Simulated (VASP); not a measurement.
Data:

```xyz
4
Lattice="3.5614 0.0000 0.0000 0.0000 3.5614 0.0000 0.0000 0.0000 3.5614" Properties=species:S:1:pos:R:3 pbc="T T T"
Si     0.0000     0.0000     0.0000
Ni     0.0000     1.7807     1.7807
Ni     1.7807     0.0000     1.7807
Ni     1.7807     1.7807     0.0000
```

Calculation: revPBE GGA, VASP's PBE PAW potentials (set 64) (plane waves; VASP). Numerical set-up: 520 eV cut-off, 9×9×9 Γ-centred mesh, first-order Methfessel-Paxton smearing of 0.10 eV, potentials Si Ni.

Problem. Predict the energy per atom (σ→0), pressure, band gap (on the k-mesh) with the smallest direct gap where there is one.

Solution. 
```json
{
 "band gap (on the k-mesh)": "none (metal, semimetal or under 0.01 eV)",
 "energy per atom (σ→0)": "-5.535 eV/atom",
 "pressure": "-5.60 GPa"
}
```

The compound is Ni3Si in the L1_2 structure. This cell is one point of a volume scan, at 1.03 of the reference volume. The run is not spin-polarised, so no magnetic state was tried.
